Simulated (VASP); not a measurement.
Here is the system:

```xyz
3
Lattice="0.0000 2.6595 2.6595 2.6595 0.0000 2.6595 2.6595 2.6595 0.0000" Properties=species:S:1:pos:R:3 pbc="T T T"
Si     1.3297     1.3297     1.3297
Si     3.9892     3.9892     3.9892
Ni     2.6595     0.0000     2.6595
```

Computed with revTPSS meta-GGA, VASP's PBE PAW potentials (set 64) (plane waves; VASP). Numerical set-up: 520 eV cut-off, 10×10×10 Γ-centred mesh, first-order Methfessel-Paxton smearing of 0.10 eV, potentials Si Ni.

Give the stress tensor in GPa (positive for a compressed cell).

```
5.84  0.00  0.00
0.00  5.84  0.00
0.00  0.00  5.84
```
The pressure is its mean diagonal, 5.84 GPa.

The compound is NiSi2 in the fluorite structure. This cell is one point of a volume scan, at 0.97 of the reference volume. The run is not spin-polarised, so no magnetic state was tried.
